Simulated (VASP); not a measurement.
Output of a VASP run:

**OSZICAR**
```
...
DAV:   2    -0.164588205694E+02   -0.53113E+02   -0.50764E+02  1076   0.238E+02
DAV:   3    -0.217075146632E+02   -0.52487E+01   -0.52308E+01  1690   0.626E+01
DAV:   4    -0.217727010599E+02   -0.65186E-01   -0.65146E-01  1266   0.767E+00
DAV:   5    -0.217731518984E+02   -0.45084E-03   -0.45080E-03  1436   0.540E-01    0.678E+00
DAV:   6    -0.169715886997E+02    0.48016E+01   -0.42956E+00  1224   0.152E+01    0.196E+00
DAV:   7    -0.173931218942E+02   -0.42153E+00   -0.13913E+00   962   0.121E+01    0.226E+00
DAV:   8    -0.166413562722E+02    0.75177E+00   -0.23753E+00  1176   0.123E+01    0.151E+00
DAV:   9    -0.173861879732E+02   -0.74483E+00   -0.45077E+00  1386   0.217E+01    0.408E+00
DAV:  10    -0.171659224006E+02    0.22027E+00   -0.17145E+00  1050   0.116E+01    0.600E-01
DAV:  11    -0.171742148971E+02   -0.82925E-02   -0.61293E-02  1350   0.239E+00    0.633E-01
DAV:  12    -0.171670316273E+02    0.71833E-02   -0.32198E-03   990   0.614E-01    0.708E-01
DAV:  13    -0.171710439292E+02   -0.40123E-02   -0.92739E-02  1112   0.300E+00    0.101E+00
DAV:  14    -0.171846064678E+02   -0.13563E-01   -0.13979E-02  1006   0.131E+00    0.143E+00
DAV:  15    -0.171517483852E+02    0.32858E-01   -0.35135E-01   958   0.444E+00    0.120E+00
DAV:  16    -0.171516794045E+02    0.68981E-04   -0.45414E-02   940   0.250E+00    0.185E+00
DAV:  17    -0.171583636816E+02   -0.66843E-02   -0.11977E-02   944   0.158E+00    0.204E+00
DAV:  18    -0.171616865596E+02   -0.33229E-02   -0.23860E-03  1036   0.738E-01    0.193E+00
DAV:  19    -0.171456156633E+02    0.16071E-01   -0.15196E-02   950   0.137E+00    0.138E+00
DAV:  20    -0.171557016773E+02   -0.10086E-01   -0.40443E-02   942   0.255E+00    0.608E-01
DAV:  21    -0.171576504335E+02   -0.19488E-02   -0.29381E-02  1212   0.147E+00    0.415E-02
DAV:  22    -0.171580458772E+02   -0.39544E-03   -0.18327E-03  1200   0.483E-01    0.269E-02
DAV:  23    -0.171580269720E+02    0.18905E-04   -0.22578E-03  1086   0.503E-01    0.640E-02
DAV:  24    -0.171576332816E+02    0.39369E-03   -0.46546E-04  1062   0.228E-01    0.570E-02
DAV:  25    -0.171581634495E+02   -0.53017E-03   -0.13075E-03  1118   0.390E-01    0.788E-02
DAV:  26    -0.171580803084E+02    0.83141E-04   -0.14949E-04  1238   0.156E-01    0.477E-02
DAV:  27    -0.171578967788E+02    0.18353E-03   -0.39881E-05  1204   0.516E-02    0.236E-02
DAV:  28    -0.171577731666E+02    0.12361E-03   -0.11569E-03  1120   0.354E-01    0.129E-02
DAV:  29    -0.171578456512E+02   -0.72485E-04   -0.93888E-04  1110   0.318E-01    0.202E-02
DAV:  30    -0.171577605336E+02    0.85118E-04   -0.41981E-04  1108   0.213E-01    0.251E-03
DAV:  31    -0.171577563579E+02    0.41758E-05   -0.11130E-05  1198   0.323E-02    0.234E-03
DAV:  32    -0.171577678740E+02   -0.11516E-04   -0.55577E-05  1128   0.789E-02    0.600E-03
DAV:  33    -0.171577580694E+02    0.98046E-05   -0.93583E-05  1110   0.100E-01    0.362E-03
DAV:  34    -0.171577580943E+02   -0.24861E-07   -0.16945E-05  1112   0.432E-02    0.573E-04
DAV:  35    -0.171577590264E+02   -0.93211E-06   -0.34127E-07  1050   0.627E-03    0.293E-04
DAV:  36    -0.171577613583E+02   -0.23319E-05   -0.21492E-06  1162   0.159E-02    0.122E-03
DAV:  37    -0.171577608522E+02    0.50615E-06   -0.86676E-07  1126   0.989E-03    0.361E-04
DAV:  38    -0.171577605962E+02    0.25599E-06   -0.28261E-08   676   0.175E-03    0.276E-04
DAV:  39    -0.171577607195E+02   -0.12327E-06   -0.93924E-09   518   0.879E-04    0.181E-04
DAV:  40    -0.171577606481E+02    0.71338E-07   -0.72040E-09   512   0.867E-04
   1 F= -.17157761E+02 E0= -.17157761E+02  d E =-.234288E-22
```

File OUTCAR:
```
------------------------ aborting loop because EDIFF is reached ----------------------------------------
  FORCE on cell =-STRESS in cart. coord.  units (eV):
  Direction    XX          YY          ZZ          XY          YZ          ZX
  --------------------------------------------------------------------------------------
  Total       -0.3123956     -0.3123956     -0.3123956     -0.0000000     -0.0000000      0.0000000
  in kB      -20.4228149    -20.4228149    -20.4228149     -0.0000000     -0.0000000      0.0000000
  external PRESSURE =     -20.4228149 kB  Pullay stress =       0.0000000 kB
  volume of cell :       24.51
      direct lattice vectors                 reciprocal lattice vectors
     0.000000000  2.305454885  2.305454885    -0.216876940  0.216876940  0.216876940
     2.305454885  0.000000000  2.305454885     0.216876940 -0.216876940  0.216876940
     2.305454885  2.305454885  0.000000000     0.216876940  0.216876940 -0.216876940
 POSITION                                       TOTAL-FORCE (eV/Angst)
 -----------------------------------------------------------------------------------
      1.15273      1.15273      1.15273         0.000000      0.000000      0.000000
      3.45818      3.45818      3.45818        -0.000000      0.000000     -0.000000
      0.00000      0.00000      0.00000        -0.000000     -0.000000      0.000000
 -----------------------------------------------------------------------------------
    total drift:                               -0.000000      0.000000      0.000000
  FREE ENERGIE OF THE ION-ELECTRON SYSTEM (eV)
  ---------------------------------------------------
  free  energy   TOTEN  =       -17.1577606481 eV

  energy  without entropy=      -17.1577606481  energy(sigma->0) =      -17.15776065
```
(Selected blocks of OUTCAR.)

POSCAR:
```
Li2O
1
    0.0000000000     2.3054548852     2.3054548852
    2.3054548852     0.0000000000     2.3054548852
    2.3054548852     2.3054548852     0.0000000000
Li O
2 1
Direct
  0.2500000000   0.2500000000   0.2500000000
  0.7500000000   0.7500000000   0.7500000000
  0.0000000000   0.0000000000   0.0000000000
```

Problem. Write an INCAR and KPOINTS that could have produced this output.

Solution. Several could match; the one computed here: the input of the run itself, SCAN meta-GGA, plane waves, VASP's PBE PAW potentials (set 64).

File KPOINTS:
```
Automatic mesh
0
Gamma
10 10 10
0 0 0
```

INCAR:
```
LCHARG = .False.
ISIF = 2   # forces and stress, cell fixed
LMIXTAU = .True.
ALGO = Normal   # blocked Davidson
EDIFF = 1E-7   # SCF stop (eV)
METAGGA = SCAN
LASPH = .True.   # aspherical one-centre terms
ISMEAR = 0
NELM = 100
ENCUT = 520   # plane-wave cut-off (eV)
SIGMA = 0.05   # width (eV)
PREC = Accurate
LREAL = .False.
LWAVE = .False.
SYSTEM = Li2O
```

POTCAR, in this order: Li_sv O (PBE.64 set). Program: vasp_std.

The compound is Li2O in the antifluorite structure. This cell is one point of a volume scan, at 1.03 of the reference volume.
